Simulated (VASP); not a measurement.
OSZICAR of a VASP run on Rh (fcc):

**OSZICAR**
```
       N       E                     dE             d eps       ncg     rms          rms(c)
DAV:   1     0.139801856947E+03    0.13980E+03   -0.79912E+03  5382   0.129E+03
DAV:   2    -0.493101598738E+01   -0.14473E+03   -0.13946E+03  5534   0.420E+02
DAV:   3    -0.789660538077E+01   -0.29656E+01   -0.29542E+01  6180   0.686E+01
DAV:   4    -0.791772867730E+01   -0.21123E-01   -0.21121E-01  5854   0.582E+00
DAV:   5    -0.791810486629E+01   -0.37619E-03   -0.37619E-03  6030   0.756E-01    0.982E+00
DAV:   6    -0.743272441217E+01    0.48538E+00   -0.11499E+00  5586   0.159E+01    0.347E+00
DAV:   7    -0.741654981715E+01    0.16175E-01   -0.21873E-02  5976   0.181E+00    0.173E+00
DAV:   8    -0.741296378321E+01    0.35860E-02   -0.17049E-03  5652   0.636E-01    0.754E-01
DAV:   9    -0.741287693372E+01    0.86849E-04   -0.20524E-04  6110   0.218E-01    0.674E-02
DAV:  10    -0.741285320841E+01    0.23725E-04   -0.12359E-05  5850   0.563E-02    0.142E-02
DAV:  11    -0.741285501647E+01   -0.18081E-05   -0.12691E-06  5266   0.152E-02    0.150E-03
DAV:  12    -0.741285499290E+01    0.23564E-07   -0.37530E-08  2988   0.268E-03
   1 F= -.74128550E+01 E0= -.74118606E+01  d E =-.198871E-02  mag=     0.0000     0.0000     0.0000
       N       E                     dE             ncg
```

Question: Which electronic solver shows in the log?

Answer: It is blocked Davidson (ALGO = Normal, or the opening steps of other solvers). The INCAR had ALGO = Normal.

Question: How was spin treated?

Answer: With non-collinear spinors: mag has three components.

Question: Can the final energy be trusted as converged?

Answer: The run converged. It stopped with EDIFF = 1E-6, NELM = 100 (PBE GGA with spin-orbit coupling, plane waves, VASP's PBE PAW potentials (set 64)).

The compound is Rh in the fcc structure. It was relaxed first.
